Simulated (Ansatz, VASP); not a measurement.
**Ti9Al44O84 (glassy 29TiO2-71Al2O3 (mol %)): VASP beside Ansatz**

Aim: how closely do two programs agree when they are given the same cell, functional and k mesh? The cell is taken from a series of runs on this material, whose earlier steps may have relaxed, scaled, displaced or heated it; both programs get it as it stands.

Main program and level: Ansatz 0.2.0; plane waves, with VASP 6.6.1 beside it; single point at RPBE.

### Step 1. Starting point

The cell holds 137 atoms: 9 Ti, 44 Al and 84 O. Cell: a = 11.468 Å, b = 11.468 Å, c = 11.468 Å, α = 90.0°, β = 90.0°, γ = 90.0°. As first built, before any earlier steps moved the atoms (in the runner's words): 137 atoms (9 Ti, 44 Al, 84 O) placed at random at 3.12 g/cm^3, melted at 4000 K for 10 ps at fixed volume with the Morse and Coulomb pair potential with partial charges (Pedone, Malavasi, Menziani, Cormack and Segre, J. Phys. Chem. B 110, 11780 (2006)). Quenched from 4000 K to 300 K at 300 K/ps and fixed volume, held 10 ps at zero pressure.

### Step 2. VASP: single point, RPBE

A single point gives forces, pressure and levels at one fixed geometry, so differences don't come from the geometry; what else differs is listed under the comparison.

Lines of VASP's logs that name or quote its potential files are left out, and so is its time.

Contents of INCAR:

```
SYSTEM = Ti9Al44O84
PREC = Accurate
ENCUT = 600
EDIFF = 1E-06
NELM = 120
ISMEAR = 0
SIGMA = 0.01
LREAL = Auto
ALGO = Normal
GGA = RP
NBANDS = 467
LASPH = .TRUE.
LORBIT = 11
LWAVE = .FALSE.
LCHARG = .FALSE.
ISIF = 2
GGA_COMPAT = .FALSE.
EFERMI = MIDGAP
```

Contents of POSCAR:

```
Ti9Al44O84
1.0
   11.4680100000      0.0000000000      0.0000000000
    0.0000000000     11.4680100000      0.0000000000
    0.0000000000      0.0000000000     11.4680100000
Ti Al O
9 44 84
Direct
    0.4414500000      0.8010800000      0.3857200000
    0.3425700000      0.5240400000      0.8254600000
    0.1473200000      0.7700300000      0.4328500000
    0.7949300000      0.4263000000      0.5568300000
    0.2588900000      0.3491500000      0.0614200000
    0.8332900000      0.7250600000      0.5246900000
    0.3385300000      0.1069800000      0.1689400000
    0.4537900000      0.5047500000      0.3398000000
    0.0077700000      0.9488200000      0.2130200000
    0.4152400000      0.6093800000      0.0581400000
    0.9856400000      0.1755400000      0.6237700000
    0.8148000000      0.5820600000      0.2029900000
    0.9300200000      0.5299800000      0.7798400000
    0.7452600000      0.0614900000      0.1665900000
    0.7312000000      0.7397200000      0.7837100000
    0.1451900000      0.7335900000      0.9351600000
    0.6076000000      0.4670900000      0.1302600000
    0.7397500000      0.5103600000      0.9329400000
    0.1988800000      0.5664400000      0.2184600000
    0.7416300000      0.9554000000      0.9391500000
    0.6493800000      0.7363300000      0.0506800000
    0.6060400000      0.1290700000      0.6119000000
    0.5142400000      0.9619900000      0.0652000000
    0.6570000000      0.9786900000      0.4192900000
    0.4211000000      0.7935400000      0.9145900000
    0.3621500000      0.7543200000      0.6416400000
    0.2408000000      0.9219600000      0.8303400000
    0.5207100000      0.3022600000      0.4690300000
    0.0000300000      0.5240500000      0.0570800000
    0.1430700000      0.0556900000      0.3966400000
[... 101 atom lines left out ...]
    0.4276800000      0.6417100000      0.9031400000
    0.0090200000      0.6147700000      0.6890000000
    0.1460200000      0.3661000000      0.5111300000
    0.5880700000      0.7698100000      0.7380500000
    0.3157600000      0.0647500000      0.8657800000
    0.3702900000      0.2913800000      0.1582800000
```

Contents of KPOINTS:

```
Automatic mesh
0
Gamma
1 1 1
0 0 0
```

The projector-augmented-wave data sets are Ti_sv, Al and O (PBE family, release 64).

The run is started by

```console
export OMP_NUM_THREADS=3
mpirun -np 1 vasp_gam
```

Numbers of over 12 decimals in the logs are rounded to 6 here.

The log of the run:

```text
[banner, memory and clock lines left out]
running    1 mpi-ranks, on    1 nodes
[...]
Offloading initialized ...    1 GPUs detected
[...]
|                                                                             |
|               ----> ADVICE to this user running VASP <----                  |
|                                                                             |
|     You enforced a specific xc type in the INCAR file but a different       |
|     [... a line on the potential file left out ...]
|     I HOPE YOU KNOW WHAT YOU ARE DOING!                                     |
|                                                                             |

 LDA part: xc-table for (Slater+PW92), standard interpolation
 POSCAR, INCAR and KPOINTS ok, starting setup
[...]
entering main loop
       N       E                     dE             d eps       ncg     rms          rms(c)
DAV:   1     0.988462482525E+04    0.98846E+04   -0.45970E+05   934   0.188E+03
DAV:   2     0.307721025244E+03   -0.95769E+04   -0.89497E+04  1086   0.482E+02
DAV:   3    -0.108762258209E+04   -0.13953E+04   -0.13711E+04  1049   0.196E+02
DAV:   4    -0.117676365991E+04   -0.89141E+02   -0.88751E+02  1316   0.506E+01
[...]
DAV:  19    -0.991392716996E+03   -0.80886E-05   -0.23896E-05  1236   0.115E-02    0.924E-03
DAV:  20    -0.991392718689E+03   -0.16925E-05   -0.71220E-06   940   0.582E-03    0.592E-03
DAV:  21    -0.991392718529E+03    0.16022E-06   -0.21618E-06   676   0.368E-03
   1 F= -.99139272E+03 E0= -.99139272E+03  d E =0.000000E+00
```

Parts of OUTCAR (step 2):

```text
  Total       78.4673925     63.3696566     82.7381757      6.1728413     -1.7005000      8.5475780
  in kB       83.3557599     67.3174640     87.8926046      6.5573974     -1.8064379      9.0800756
  external PRESSURE =      79.5219428 kB  Pullay stress =       0.0000000 kB

 POSITION                                       TOTAL-FORCE (eV/Angst)
 -----------------------------------------------------------------------------------
      5.06255      9.18679      4.42344        -0.021380     -0.038837     -0.025583
[...]
10.69346      5.43836      5.21577         0.045261      0.002015     -0.039601
      5.40487      5.22207      5.69628         0.023158     -0.005250      0.072454
     11.08326      6.19032      2.49876        -0.011117      0.010864     -0.004976
      5.82231      1.37960      0.73785         0.018981     -0.016770      0.001708
      1.03224     10.44025      4.49431        -0.002843      0.086000     -0.022696
     10.60183      9.44505      2.69257        -0.084650     -0.084714      0.031235
      8.17348      0.24954      6.43275        -0.013466     -0.007171      0.003719
      8.82154      6.78986      6.46440        -0.053793     -0.058620      0.030400
     10.30630      0.56950      1.43648        -0.048525      0.036963     -0.036628
      7.93747     11.21422      9.06282         0.011703     -0.020267      0.003019
      7.97761      4.22722     10.06559         0.026443      0.012709     -0.017221
      2.59028      5.38962      8.09963        -0.037582     -0.014085     -0.038430
[...]
-----------------------------------------------------------------------------------
    total drift:                                0.004887     -0.010899     -0.012226

  FREE ENERGIE OF THE ION-ELECTRON SYSTEM (eV)
  ---------------------------------------------------
  free  energy   TOTEN  =      -991.3927185287 eV

  energy  without entropy=     -991.3927185287  energy(sigma->0) =     -991.39271853

[... 3 further parts left out ...]
[key lines of the parts left out:]
E-fermi :   5.2624
```

This run has no spin polarisation, so a moment on Ti, if there is one, isn't seen.

### Step 3. Ansatz: single point, RPBE

Ansatz runs on its PAW soft_1 files.

The same cell, functional and mesh now go to Ansatz, which takes its cutoff from its data sets.

Contents of input.yaml:

```yaml
crystal:
  lattice:
    - [11.46801, 0.0, 0.0]
    - [0.0, 11.46801, 0.0]
    - [0.0, 0.0, 11.46801]
  atoms:
    - { symbol: Ti, position: [0.44145, 0.80108, 0.38572] }
    - { symbol: Ti, position: [0.34257, 0.52404, 0.82546] }
    - { symbol: Ti, position: [0.14732, 0.77003, 0.43285] }
    - { symbol: Ti, position: [0.79493, 0.4263, 0.55683] }
    - { symbol: Ti, position: [0.25889, 0.34915, 0.06142] }
    - { symbol: Ti, position: [0.83329, 0.72506, 0.52469] }
    - { symbol: Ti, position: [0.33853, 0.10698, 0.16894] }
    - { symbol: Ti, position: [0.45379, 0.50475, 0.3398] }
    - { symbol: Ti, position: [0.00777, 0.94882, 0.21302] }
    - { symbol: Al, position: [0.41524, 0.60938, 0.05814] }
    - { symbol: Al, position: [0.98564, 0.17554, 0.62377] }
    - { symbol: Al, position: [0.8148, 0.58206, 0.20299] }
    - { symbol: Al, position: [0.93002, 0.52998, 0.77984] }
    - { symbol: Al, position: [0.74526, 0.06149, 0.16659] }
    - { symbol: Al, position: [0.7312, 0.73972, 0.78371] }
    - { symbol: Al, position: [0.14519, 0.73359, 0.93516] }
    - { symbol: Al, position: [0.6076, 0.46709, 0.13026] }
    - { symbol: Al, position: [0.73975, 0.51036, 0.93294] }
    - { symbol: Al, position: [0.19888, 0.56644, 0.21846] }
    - { symbol: Al, position: [0.74163, 0.9554, 0.93915] }
    - { symbol: Al, position: [0.64938, 0.73633, 0.05068] }
    - { symbol: Al, position: [0.60604, 0.12907, 0.6119] }
    - { symbol: Al, position: [0.51424, 0.96199, 0.0652] }
    - { symbol: Al, position: [0.657, 0.97869, 0.41929] }
    - { symbol: Al, position: [0.4211, 0.79354, 0.91459] }
    - { symbol: Al, position: [0.36215, 0.75432, 0.64164] }
    - { symbol: Al, position: [0.2408, 0.92196, 0.83034] }
    - { symbol: Al, position: [0.52071, 0.30226, 0.46903] }
    - { symbol: Al, position: [3.0e-05, 0.52405, 0.05708] }
    - { symbol: Al, position: [0.14307, 0.05569, 0.39664] }
[... 101 atom lines left out ...]
    - { symbol: O, position: [0.42768, 0.64171, 0.90314] }
    - { symbol: O, position: [0.00902, 0.61477, 0.689] }
    - { symbol: O, position: [0.14602, 0.3661, 0.51113] }
    - { symbol: O, position: [0.58807, 0.76981, 0.73805] }
    - { symbol: O, position: [0.31576, 0.06475, 0.86578] }
    - { symbol: O, position: [0.37029, 0.29138, 0.15828] }
kpoints:
  mp_grid: { grid: [1, 1, 1] }
hamiltonian:
  xc: rpbe
  pseudopotentials: { kind: paw, azcp: { folder: soft_1 } }
scf:
  occupations: { method: fixed }
output:
  forces: true
  stress: true
  populations: true
  dos:
    method: { smearing: { sigma: 0.1 } }
    de: 0.1
    projected: { site_lists: { Al: [Al], O: [O], Ti: [Ti] } }
  eigenvalues: true
  write_density: true
  write_potential: true
  volumetric_format: npy
  elf: true
```

The run is started by

```console
ansatz run input.yaml --threads 4 --pin off --max-ram 8192MiB --backend cpu --events-out ev --progress --plain --runs-dir out
```

The log of the run:

```text
Engine: ansatz 0.2.0, aarch64-unknown-linux-gnu
Pseudopotentials: kind: paw
Pseudopotential: Ti, paw, valence charge 12, recommended cutoff 420 eV (normal), soft_1/Ti.paw.azcp
Pseudopotential: Al, paw, valence charge 3, recommended cutoff 420 eV (normal), soft_1/Al.paw.azcp
Pseudopotential: O, paw, valence charge 6, recommended cutoff 420 eV (normal), soft_1/O.paw.azcp
Functional definition: RPBE
  parameter kappa = 0.804
  parameter beta = 0.066725
  exchange = rpbe_x(kappa = kappa, mu = beta*pi^2/3)
  correlation = pbe_c(beta = beta)
Crystal: 137 atoms, lattice volume = 1508.218 Å³
Basis set: ecut = 420 eV, 29423 PW (Γ), exchange–correlation on 160×160×160 points (8 copies of the dense FFT grid, shifted against one another)
Bands: 509, of which v1, the nominal top of the filled ones, is band 372 counted from 1 (371 counted from 0)
Symmetry: 1 space group operations
Space group: P1 (ITA 1), of the structure as read, at distance tolerance 1.1e-4 Å
k-points: 1
Non-local potential: Ti, projectors of the file, l = 0: 3, l = 1: 2, l = 2: 3, l = 3: 1
Non-local potential: Al, projectors of the file, l = 0: 2, l = 1: 2, l = 2: 1
Non-local potential: O, projectors of the file, l = 0: 2, l = 1: 2, l = 2: 1
PAW form: soft (Blöchl's): semilocal exchange-correlation on the pseudo side does not see the compensation charge
PAW frozen core: Ti, regenerated for the run's functional, and the local potential with it (the file was generated under x = pbe(κ = 0.804, μ = 0.219515), c = pbe(β = 0.066725))
PAW frozen core: Al, regenerated for the run's functional, and the local potential with it (the file was generated under x = pbe(κ = 0.804, μ = 0.219515), c = pbe(β = 0.066725))
PAW frozen core: O, regenerated for the run's functional, and the local potential with it (the file was generated under x = pbe(κ = 0.804, μ = 0.219515), c = pbe(β = 0.066725))
PAW one-centre angular grid: Ti, 590 points (default); XC on 64 Gauss nodes
PAW one-centre angular grid: Al, 110 points (default); XC on 64 Gauss nodes
PAW one-centre angular grid: O, 110 points (default); XC on 64 Gauss nodes
Initial density: superposition of atomic densities (chi_scale 0.1, normalization cell, long waves kept (reshape's long-wave potential 0.84 eV rms))
Initial wavefunctions: pseudopotential atomic-orbital guess
Functional: x = rpbe, c = pbe(β = 0.066725)
SCF iter   1: F=—  HF=-94364.651948 eV  |F-HF|=—  |Δ(HF+E_count)|=         —  Δρ=1.23e-1  dr2=3.98e2  ethr=3.10e-3  ⟨swp⟩=4.0  Hψ=1668  notcnv=0  defer=131
preconditioner: auto → Resta (q_TF=auto, 2.425 Å⁻¹)  ε∞=4.2  [insulator: Δε(μ)=0.010 eV  Ē_g=13.956 eV  n_scr=364 (ndim 8)  ℏωp=24.8 eV  f_vac=0.011  ε∞_Penn≈4.2]
SCF iter   2: F=—  HF=-94321.310720 eV  |F-HF|=—  |Δ(HF+E_count)|=    4.33e1  Δρ=6.93e-2  dr2=8.21e1  ethr=3.10e-3  ⟨swp⟩=3.0  Hψ=1312  notcnv=0  defer=131
SCF iter   3: F=—  HF=-94303.162447 eV  |F-HF|=—  |Δ(HF+E_count)|=    1.81e1  Δρ=3.38e-2  dr2=1.76e1  ethr=3.10e-3  ⟨swp⟩=2.0  Hψ=956  notcnv=0  defer=132
SCF iter   4: F=—  HF=-94302.290503 eV  |F-HF|=—  |Δ(HF+E_count)|=   8.72e-1  Δρ=2.36e-2  dr2=9.77e0  ethr=2.37e-3  ⟨swp⟩=2.0  Hψ=964  notcnv=0  defer=132
SCF iter   5: F=—  HF=-94301.234317 eV  |F-HF|=—  |Δ(HF+E_count)|=    1.06e0  Δρ=9.22e-3  dr2=1.18e0  ethr=1.31e-3  ⟨swp⟩=3.0  Hψ=1341  notcnv=0  defer=129
SCF iter   6: F=—  HF=-94301.432817 eV  |F-HF|=—  |Δ(HF+E_count)|=   1.98e-1  Δρ=3.70e-3  dr2=2.40e-1  ethr=1.58e-4  ⟨swp⟩=3.0  Hψ=713  notcnv=0  defer=135
SCF iter   7: F=—  HF=-94301.503501 eV  |F-HF|=—  |Δ(HF+E_count)|=   7.07e-2  Δρ=1.73e-3  dr2=5.26e-2  ethr=3.23e-5  ⟨swp⟩=3.0  Hψ=759  notcnv=0  defer=135
SCF iter   8: F=—  HF=-94301.540346 eV  |F-HF|=—  |Δ(HF+E_count)|=   3.68e-2  Δρ=1.09e-3  dr2=2.10e-2  ethr=7.08e-6  ⟨swp⟩=3.0  Hψ=756  notcnv=0  defer=135
SCF iter   9: F=—  HF=-94301.554244 eV  |F-HF|=—  |Δ(HF+E_count)|=   1.39e-2  Δρ=4.91e-4  dr2=4.40e-3  ethr=2.83e-6  ⟨swp⟩=3.0  Hψ=749  notcnv=0  defer=135
SCF iter  10: F=—  HF=-94301.555844 eV  |F-HF|=—  |Δ(HF+E_count)|=   1.60e-3  Δρ=2.34e-4  dr2=9.11e-4  ethr=5.91e-7  ⟨swp⟩=2.0  Hψ=754  notcnv=0  defer=135
SCF iter  11: F=—  HF=-94301.556431 eV  |F-HF|=—  |Δ(HF+E_count)|=   5.86e-4  Δρ=9.78e-5  dr2=1.58e-4  ethr=1.22e-7  ⟨swp⟩=2.0  Hψ=729  notcnv=0  defer=133
SCF iter  12: F=—  HF=-94301.556668 eV  |F-HF|=—  |Δ(HF+E_count)|=   2.38e-4  Δρ=6.73e-5  dr2=7.75e-5  ethr=2.13e-8  ⟨swp⟩=2.0  Hψ=741  notcnv=0  defer=129
SCF iter  13: F=—  HF=-94301.555879 eV  |F-HF|=—  |Δ(HF+E_count)|=   7.89e-4  Δρ=2.37e-5  dr2=9.07e-6  ethr=1.04e-8  ⟨swp⟩=2.0  Hψ=871  notcnv=0  defer=129
SCF iter  14: F=—  HF=-94301.555885 eV  |F-HF|=—  |Δ(HF+E_count)|=   6.29e-6  Δρ=1.25e-5  dr2=2.54e-6  ethr=1.22e-9  ⟨swp⟩=2.0  Hψ=649  notcnv=0  defer=129
[...]
atom 129  O     -0.00385256     0.00697885     0.00577876
  atom 130  O     -0.00406439    -0.00219251     0.00277289
  atom 131  O     -0.02149469    -0.01636428    -0.01106217
  atom 132  O      0.00500220     0.00450837     0.00514005
  atom 133  O     -0.01688000    -0.01115357     0.01047348
  atom 134  O     -0.00078039    -0.00138531    -0.01257594
  atom 135  O      0.00723902    -0.00496297     0.00059347
  atom 136  O     -0.00072463    -0.00668295    -0.00340920
  atom 137  O     -0.01386556    -0.00085155    -0.00668982
  max |Σ_I F_I| component: 8.79e-5 eV/Å
--- Stress (GPa, compression-positive) ---
        8.870323       0.648542       0.890325
        0.648542       7.245157      -0.183059
        0.890332      -0.183052       9.334863
  P = ⅓ Tr σ = 8.4834 GPa (84.834 kbar)
--- Band table (eV) ---
  k-point 0: bands = [... 368 lower, 5.5918, 5.6020, 5.6672, 5.6841, 8.3835, 8.5629, 8.6420, 8.7213, ... 133 higher]
--- Löwdin populations: 137 sites ---
  site symbol       q [e]
     0     Ti     10.6072
     1     Ti     10.4716
     2     Ti     10.4832
     3     Ti     10.4547
     4     Ti     10.5238
     5     Ti     10.5232
     6     Ti     10.5337
     7     Ti     10.4963
     8     Ti     10.5297
     9     Al      1.7006
    10     Al      1.6361
    11     Al      1.6398
    12     Al      1.6551
    13     Al      1.6734
    14     Al      1.6385
    15     Al      1.6418
    16     Al      1.6576
    17     Al      1.6301
    18     Al      1.6460
    19     Al      1.6625
    20     Al      1.6437
    21     Al      1.6617
    22     Al      1.6742
    23     Al      1.6560
[...]
129      O      6.6878
   130      O      6.8416
   131      O      6.7377
   132      O      6.8791
   133      O      6.8483
   134      O      6.8598
   135      O      6.8229
   136      O      6.6457
  spilling = 0.006980 (of n_electrons = 744.000000)
```

### Step 4. Side by side

Known differences besides the potentials themselves: fixed occupations in Ansatz, narrow Gaussian smearing in VASP; the cutoff is 420 eV in Ansatz and 600 eV in VASP (PREC = Accurate, projectors in real space); Ansatz makes its cores anew for this functional, VASP keeps those of its PBE data sets. Total energies have different zeros and are not compared.

The two programs side by side:

| quantity | Ansatz | VASP | difference |
| --- | --- | --- | --- |
| pressure (GPa) | 8.48 | 7.95 | +0.53 |
| gap on the k mesh (eV) | 2.699 | 2.671 | +0.029 |

Forces on 7 of the 137 atoms, those with the largest forces and the largest differences (eV/Å; atoms numbered as in POSCAR):

| atom | Ansatz x, y, z | VASP x, y, z |
| --- | --- | --- |
| O69 | -0.001, 0.000, -0.001 | -0.051, -0.038, -0.063 |
| O77 | 0.007, -0.017, 0.000 | -0.003, 0.086, -0.023 |
| O78 | -0.001, 0.000, 0.002 | -0.085, -0.085, 0.031 |
| O80 | -0.004, -0.011, 0.004 | -0.054, -0.059, 0.030 |
| O90 | 0.014, -0.001, -0.010 | 0.107, -0.046, -0.034 |
| O119 | 0.006, -0.006, 0.000 | 0.073, -0.050, -0.029 |
| O130 | -0.004, -0.002, 0.003 | -0.057, -0.020, 0.081 |

The forces differ by 25 meV/Å r.m.s., where the r.m.s. force is 0.007 eV/Å in Ansatz and 0.026 eV/Å in VASP: the atoms lie near their places of rest in Ansatz, so a percentage would say little (all taken over all components). A gap on the mesh is an upper bound, since the band edges may lie between its points.

### Step 5. Outcome

| Quantity | Value |
| --- | --- |
| r.m.s. force difference (single point, RPBE) | 25 meV/Å |
| difference in pressure (single point, RPBE) | 0.53 GPa |

What this shows: The r.m.s. force difference is 25 meV/Å (single point, RPBE), beyond the 12 meV/Å picked in this series as the mark of a large difference. What causes the difference of the single point, RPBE pair stays open here. Such differences can come from data sets, numerical settings and the points named under the comparisons, not from the functional's error against experiment.

[Lines on the potential files, build, host, timing and source positions are cut from VASP's logs without a mark.]

[Logs are printed without paths, hosts, clocks, repeated set-up lines and the standing remarks that a program may print on its own settings, such as how far it seeks lower states.]

[Hosts, paths, dates, database ids (printed as entryN), source tags and the programs' standing remarks are cut or masked in the printed files.]
